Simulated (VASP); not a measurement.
# Sc4Co7Ge6 (Im-3m) in VASP: single point with PBE

Aim: the single point of Sc4Co7Ge6 with PBE.

Program: VASP 6.6.1. These are calculated values, not measurements. Logs are shortened: lines on timing, memory, paths and dates and some standing lists are left out, and cuts for length are marked.

## (1) The structure

The structure is cubic, space group Im-3m (No. 229). The conventional cell has a = 7.854 Å, b = 7.854 Å, c = 7.854 Å, α = 90.00°, β = 90.00°, γ = 90.00°. Around Sc (site symmetry -3m) lie 6 Co at 2.78 Å and 6 Ge at 2.83 Å. Around Co (site symmetry -4m2) lie 4 Ge at 2.43 Å and 4 Sc at 2.78 Å and 4 Co at 2.78 Å. Around Co (site symmetry m-3m) lie 6 Ge at 2.49 Å. Ge (site symmetry 4mm) is surrounded by 5 Co at 2.43 to 2.49 Å.

The cell comes from a database or a generator and needn't be the stable form of this composition.

## (2) Single point, PBE

The input, INCAR:

```
  PREC = Accurate
  ENCUT = 520
  EDIFF = 1E-7
  ISMEAR = 0
  SIGMA = 0.1
  LREAL = Auto
  LASPH = True
  NELM = 100
  ALGO = Fast
  ISIF = 2
  LWAVE = False
  LCHARG = False
  GGA = PE
  NBANDS = 110
```

The input, KPOINTS:

```
regular mesh
0
Gamma
  4 4 4
```

The input, POSCAR:

```
Sc4Co7Ge6
1.0
   -3.9271910000      3.9271910000      3.9271910000
    3.9271910000     -3.9271910000      3.9271910000
    3.9271910000      3.9271910000     -3.9271910000
Sc Co Ge
4 7 6
Direct
    0.0000000000      0.0000000000      0.5000000000
    0.0000000000      0.5000000000      0.0000000000
    0.5000000000      0.0000000000      0.0000000000
    0.5000000000      0.5000000000      0.5000000000
    0.7500000000      0.2500000000      0.5000000000
    0.7500000000      0.5000000000      0.2500000000
    0.5000000000      0.2500000000      0.7500000000
    0.2500000000      0.5000000000      0.7500000000
    0.2500000000      0.7500000000      0.5000000000
    0.5000000000      0.7500000000      0.2500000000
    0.0000000000      0.0000000000      0.0000000000
    0.6826340000      0.6826340000      0.0000000000
    0.3173660000      0.0000000000      0.3173660000
    0.0000000000      0.3173660000      0.3173660000
    0.3173660000      0.3173660000      0.0000000000
    0.6826340000      0.0000000000      0.6826340000
    0.0000000000      0.6826340000      0.6826340000
```

Potentials or basis: VASP PAW PBE potentials, release 64 (Sc_sv, Co, Ge_d).

Started as:

```sh
$ cat potpaw_PBE.64/Sc_sv/POTCAR potpaw_PBE.64/Co/POTCAR potpaw_PBE.64/Ge_d/POTCAR > POTCAR
$ mpirun -np 1 vasp_std > vasp.out
```

OUTCAR:

```text
PREC = Accurate
   ENCUT = 520
   EDIFF = 1E-7
   ISMEAR = 0
   LREAL = Auto
   LASPH = True
   NELM = 100
   ISIF = 2
   GGA = PE

 ion  position               nearest neighbor table
   1  0.000  0.000  0.500-   5 2.78   7 2.78   8 2.78   9 2.78   6 2.78  10 2.78  15 2.83  16 2.83
                            17 2.83  12 2.83  13 2.83  14 2.83
   2  0.000  0.500  0.000-   6 2.78   8 2.78   9 2.78  10 2.78   5 2.78   7 2.78  14 2.83  15 2.83
                            17 2.83  12 2.83  16 2.83  13 2.83
   3  0.500  0.000  0.000-   5 2.78   6 2.78   7 2.78  10 2.78   9 2.78   8 2.78  14 2.83  15 2.83
                            16 2.83  12 2.83  13 2.83  17 2.83
   4  0.500  0.500  0.500-   5 2.78   6 2.78   7 2.78   8 2.78   9 2.78  10 2.78  12 2.83  16 2.83
                            17 2.83  15 2.83  13 2.83  14 2.83
   5  0.750  0.250  0.500-  13 2.43  14 2.43  16 2.43  17 2.43   7 2.78   8 2.78   1 2.78   2 2.78
                             4 2.78   6 2.78   3 2.78  10 2.78
   6  0.750  0.500  0.250-  12 2.43  14 2.43  15 2.43  17 2.43   9 2.78  10 2.78   1 2.78   2 2.78
                             4 2.78   5 2.78   7 2.78   3 2.78
   7  0.500  0.250  0.750-  12 2.43  13 2.43  15 2.43  16 2.43   6 2.78   8 2.78   2 2.78   3 2.78
                             4 2.78   5 2.78   9 2.78   1 2.78
   8  0.250  0.500  0.750-  12 2.43  14 2.43  15 2.43  17 2.43   9 2.78  10 2.78   2 2.78   3 2.78
                             4 2.78   7 2.78   1 2.78   5 2.78
   9  0.250  0.750  0.500-  13 2.43  14 2.43  16 2.43  17 2.43   8 2.78  10 2.78   1 2.78   3 2.78
                             4 2.78   7 2.78   2 2.78   6 2.78
  10  0.500  0.750  0.250-  12 2.43  13 2.43  15 2.43  16 2.43   6 2.78   9 2.78   1 2.78   3 2.78
                             4 2.78   5 2.78   8 2.78   2 2.78
  11  0.000  0.000  0.000-  12 2.49  13 2.49  14 2.49  15 2.49  16 2.49  17 2.49
  12  0.683  0.683  0.000-   6 2.43   7 2.43   8 2.43  10 2.43  11 2.49   3 2.83   1 2.83   2 2.83
                             4 2.83  15 2.87
  13  0.317  0.000  0.317-   5 2.43   7 2.43   9 2.43  10 2.43  11 2.49   3 2.83   1 2.83   2 2.83
                             4 2.83  16 2.87
  14  0.000  0.317  0.317-   5 2.43   6 2.43   8 2.43   9 2.43  11 2.49   2 2.83   1 2.83   3 2.83
                             4 2.83  17 2.87
  15  0.317  0.317  0.000-   6 2.43   7 2.43   8 2.43  10 2.43  11 2.49   3 2.83   2 2.83   1 2.83
                             4 2.83  12 2.87
  16  0.683  0.000  0.683-   5 2.43   7 2.43   9 2.43  10 2.43  11 2.49   3 2.83   1 2.83   2 2.83
                             4 2.83  13 2.87
  17  0.000  0.683  0.683-   5 2.43   6 2.43   8 2.43   9 2.43  11 2.49   3 2.83   1 2.83   2 2.83
                             4 2.83  14 2.87

  LATTYP: Found a body centered cubic cell.
 ALAT       =     7.8543820000

  Lattice vectors:

 A1 = (  -3.9271910000,   3.9271910000,   3.9271910000)
 A2 = (   3.9271910000,  -3.9271910000,   3.9271910000)
 A3 = (   3.9271910000,   3.9271910000,  -3.9271910000)

Analysis of symmetry for initial positions (statically):
=====================================================================
 Subroutine PRICEL returns:
 Original cell was already a primitive cell.

 Routine SETGRP: Setting up the symmetry group for a
 body centered cubic supercell.

 Subroutine GETGRP returns: Found 48 space group operations
 (whereof 48 operations were pure point group operations)
 out of a pool of 48 trial point group operations.

The static configuration has the point symmetry O_h .

Analysis of symmetry for dynamics (positions and initial velocities):
=====================================================================
 Subroutine PRICEL returns:
 Original cell was already a primitive cell.

 Routine SETGRP: Setting up the symmetry group for a
 body centered cubic supercell.

 Subroutine GETGRP returns: Found 48 space group operations
 (whereof 48 operations were pure point group operations)
 out of a pool of 48 trial point group operations.

The dynamic configuration has the point symmetry O_h .

 Subroutine INISYM returns: Found 48 space group operations
 (whereof 48 operations are pure point group operations),
 and found     1 'primitive' translations

----------------------------------------------------------------------------------------

                                     Primitive cell

  volume of cell :     242.2736

  direct lattice vectors                    reciprocal lattice vectors
    -3.927191000  3.927191000  3.927191000     0.000000000  0.127317464  0.127317464
     3.927191000 -3.927191000  3.927191000     0.127317464  0.000000000  0.127317464
     3.927191000  3.927191000 -3.927191000     0.127317464  0.127317464  0.000000000

  length of vectors
     6.802094343  6.802094343  6.802094343     0.180054085  0.180054085  0.180054085

  position of ions in fractional coordinates (direct lattice)
     0.000000000  0.000000000  0.500000000
     0.000000000  0.500000000  0.000000000
     0.500000000  0.000000000  0.000000000
     0.500000000  0.500000000  0.500000000
     0.750000000  0.250000000  0.500000000
     0.750000000  0.500000000  0.250000000
[... 9 lines left out ...]
     0.682634000  0.000000000  0.682634000
     0.000000000  0.682634000  0.682634000

  ion indices of the primitive-cell ions
   primitive index   ion index
                 1           1
                 2           2
                 3           3
                 4           4
                 5           5
                 6           6
[... 9 lines left out ...]
                16          16
                17          17

----------------------------------------------------------------------------------------

 KPOINTS: regular mesh

Automatic generation of k-mesh.
 Grid dimensions read from file:
 generate k-points for:    4    4    4

 Generating k-lattice:

  Cartesian coordinates                     Fractional coordinates (reciprocal lattice)
     0.000000000  0.031829366  0.031829366     0.250000000  0.000000000  0.000000000
     0.031829366  0.000000000  0.031829366     0.000000000  0.250000000  0.000000000
     0.031829366  0.031829366  0.000000000     0.000000000  0.000000000  0.250000000

  Length of vectors
     0.045013521  0.045013521  0.045013521

  Shift w.r.t. Gamma in fractional coordinates (k-lattice)
     0.000000000  0.000000000  0.000000000

 Subroutine IBZKPT returns following result:
 ===========================================

 Found      8 irreducible k-points:

 Following reciprocal coordinates:
            Coordinates               Weight
  0.000000  0.000000  0.000000      1.000000
  0.250000  0.000000  0.000000     12.000000
  0.500000  0.000000  0.000000      6.000000
  0.250000  0.250000  0.000000     24.000000
  0.250000  0.250000  0.250000      2.000000
 -0.250000  0.250000  0.250000      6.000000
  0.500000  0.500000  0.250000     12.000000
  0.500000  0.500000  0.500000      1.000000
   k-points           NKPTS =      8   k-points in BZ     NKDIM =      8   number of bands    NBANDS=    110
   number of dos      NEDOS =    301   number of ions     NIONS =     17
   total plane-waves  NPLWV = 157464
   dimension x,y,z NGX =    54 NGY =   54 NGZ =   54
   dimension x,y,z NGXF=   108 NGYF=  108 NGZF=  108
   ions per type =               4   7   6
   NGX,Y,Z   is equivalent  to a cutoff of  13.20, 13.20, 13.20 a.u.
   NGXF,Y,Z  is equivalent  to a cutoff of  26.40, 26.40, 26.40 a.u.
 SYSTEM =  unknown system
   PREC   = accura    normal or accurate (medium, high low for compatibility)
   ISTART =      0    job   : 0-new  1-cont  2-samecut
   ICHARG =      2    charge: 1-file 2-atom 10-const
   ISPIN  =      1    spin polarized calculation?
   LNONCOLLINEAR =      F non collinear calculations
   LSORBIT =      F    spin-orbit coupling
   LASPH  =      T    aspherical Exc in radial PAW
   ENCUT  =  520.0 eV  38.22 Ry    6.18 a.u.  12.65 12.65 12.65*2*pi/ulx,y,z
   NELM   =    100;   NELMIN=  2; NELMDL= -5     # of ELM steps
   EDIFF  = 0.1E-06   stopping-criterion for ELM
   LREAL  =      T    real-space projection
   EDIFFG = 0.1E-05   stopping-criterion for IOM
   NSW    =      0    number of steps for IOM
   IBRION =     -1    ionic relax: 0-MD 1-quasi-New 2-CG
   NFREE  =      0    steps in history (QN), initial steepest desc. (CG)
   ISIF   =      2    stress and relaxation
   ISYM   =      2    0-nonsym 1-usesym 2-fastsym
   POTIM  = 0.5000    time-step for ionic-motion
   TEBEG  =    0.0;   TEEND  =   0.0 temperature during run
   PSTRESS=    0.0 pullay stress
   NELECT =     191.0000    total number of electrons
   NUPDOWN=      -1.0000    fix difference up-down
   EMIN   =  10.00;   EMAX   =-10.00  energy-range for DOS
   EFERMI =   0.00;   METHOD = LEGACY
   ISMEAR =     0;   SIGMA  =   0.10  broadening in eV -4-tet -1-fermi 0-gaus
   EFERMI_NEDOS =   21; number of points for ismear=-14 and -15
   IALGO  =     68    algorithm
   IMIX   =      4    mixing-type and parameters
     AMIX     =   0.40;   BMIX     =  1.00
     AMIX_MAG =   1.60;   BMIX_MAG =  1.00
  volume/ion in A,a.u.               =      14.25        96.17
  Fermi-wavevector in a.u.,A,eV,Ry     =   1.512344  2.857916 31.119034  2.287184
  Thomas-Fermi vector in A             =   2.622281
   LORBIT       =      0    0 simple, 1 ext, 2 COOP (PROOUT), +10 PAW based schemes
   GGA     = PE    functional components
   LHFCALC =     F    Hartree Fock is set to
   AEXX    =    0.0000 exact exchange contribution
   IVDW    =     0    specifies the selected vdW correction
   LEPSILON=     F    determine dielectric tensor
   LRPA    =     F    only Hartree local field effects (RPA)
 non-spin polarized calculation
 RMM-DIIS sequential band-by-band and
 Gauss-broadening in eV      SIGMA  =   0.10
  energy-cutoff  :      520.00
  volume of cell :      242.27
 maximum number of plane-waves:      6602
 NGX is ok and might be reduce to    54
   NGX = 25   NGY = 25   NGZ = 25

 number of electron     191.0000077 magnetization

 Free energy of the ion-electron system (eV)
  ---------------------------------------------------
  ext. energy  EPLUGINS =         0.00000000
  ---------------------------------------------------
  free energy    TOTEN  =      -111.69682895 eV

  energy without entropy =     -111.64469252  energy(sigma->0) =     -111.67076073

 E-fermi :   7.8606     XC(G=0): -12.2719

 val. band max:        7.8526059336   @ k =   0.2500   0.2500   0.2500
 cond. band min:       7.8634249388   @ k =   0.2500   0.2500   0.0000
 fundamental gap:      0.0108190052
 Fermi energy:         7.8606492525

 k-point     1 :       0.0000    0.0000    0.0000
  band No.  band energies     occupation
      1     -41.2239      2.00000
      2     -41.2196      2.00000
      3     -41.2196      2.00000
      4     -41.2196      2.00000
      5     -20.0188      2.00000
      6     -20.0188      2.00000
[... 99 lines left out ...]
    106      10.4868      0.00000
    107      10.5052      0.00000

 k-point     2 :       0.2500    0.0000    0.0000
  band No.  band energies     occupation
      1     -41.2232      2.00000
      2     -41.2201      2.00000
      3     -41.2196      2.00000
      4     -41.2196      2.00000
      5     -20.0191      2.00000
      6     -20.0180      2.00000
[... 652 lines left out ...]
 k-point     8 :       0.5000    0.5000    0.5000
  band No.  band energies     occupation
      1     -41.2215      2.00000
      2     -41.2215      2.00000
      3     -41.2215      2.00000
      4     -41.2179      2.00000
      5     -20.0375      2.00000
      6     -20.0018      2.00000
[... 99 lines left out ...]
    106      10.4173      0.00000
    107      10.4795      0.00000
 [bands above 107 left out]

------------------------ aborting loop because EDIFF is reached ----------------------------------------

  FORCE on cell =-STRESS in cart. coord.  units (eV):
  Direction    XX          YY          ZZ          XY          YZ          ZX
  --------------------------------------------------------------------------------------
  -------------------------------------------------------------------------------------
  Total       -0.3399496     -0.3399496     -0.3399496     -0.0000000     -0.0000000      0.0000000
  in kB       -2.2481178     -2.2481178     -2.2481178     -0.0000000     -0.0000000      0.0000000
  external PRESSURE =      -2.2481178 kB  Pullay stress =       0.0000000 kB

 VOLUME and BASIS-vectors are now :
 -----------------------------------------------------------------------------
  energy-cutoff  :      520.00
  volume of cell :      242.27
      direct lattice vectors                 reciprocal lattice vectors
    -3.927191000  3.927191000  3.927191000     0.000000000  0.127317464  0.127317464
     3.927191000 -3.927191000  3.927191000     0.127317464  0.000000000  0.127317464
     3.927191000  3.927191000 -3.927191000     0.127317464  0.127317464  0.000000000

 POSITION                                       TOTAL-FORCE (eV/Angst)
 -----------------------------------------------------------------------------------
      1.96360      1.96360     -1.96360         0.000000     -0.000000     -0.000000
      1.96360     -1.96360      1.96360         0.000000     -0.000000     -0.000000
     -1.96360      1.96360      1.96360         0.000000     -0.000000     -0.000000
      1.96360      1.96360      1.96360         0.000000     -0.000000     -0.000000
      0.00000      3.92719      1.96360         0.000000     -0.000000     -0.000000
      0.00000      1.96360      3.92719         0.000000     -0.000000     -0.000000
[... 9 lines left out ...]
      0.00000      5.36167      0.00000         0.000000      0.023468     -0.000000
      5.36167      0.00000      0.00000         0.023468     -0.000000     -0.000000
 -----------------------------------------------------------------------------------
    total drift:                                0.000000      0.000000     -0.000000

  FREE ENERGIE OF THE ION-ELECTRON SYSTEM (eV)
  ---------------------------------------------------
  free  energy   TOTEN  =      -111.6968289506 eV

  energy  without entropy=     -111.6446925182  energy(sigma->0) =     -111.67076073
```

Wall time 18 min (1 thread of Intel Xeon Platinum 8488C (Sapphire Rapids), shared host); peak memory 0.49 GiB.

Results:

| Property | Result |
| --- | --- |
| Free energy | -111.6968 eV |
| Pressure | -0.2 GPa |
| Largest force | 0.023 eV/Å |
| Band gap on the k mesh | none (metal or under the smearing width) |

Forces in eV/Å, atoms in the order of the input:
```
Sc   0.000  0.000  0.000
Sc   0.000  0.000  0.000
Sc   0.000  0.000  0.000
Sc   0.000  0.000  0.000
Co   0.000  0.000  0.000
Co   0.000  0.000  0.000
Co   0.000  0.000  0.000
Co   0.000  0.000  0.000
Co   0.000  0.000  0.000
Co   0.000  0.000  0.000
Co   0.000  0.000  0.000
Ge   0.000  0.000  0.023
Ge   0.000 -0.023  0.000
Ge  -0.023  0.000  0.000
Ge   0.000  0.000 -0.023
Ge   0.000  0.023  0.000
Ge   0.023  0.000  0.000
```

Spin polarisation is off, so any magnetic state and its effect on volume and gap are missing.
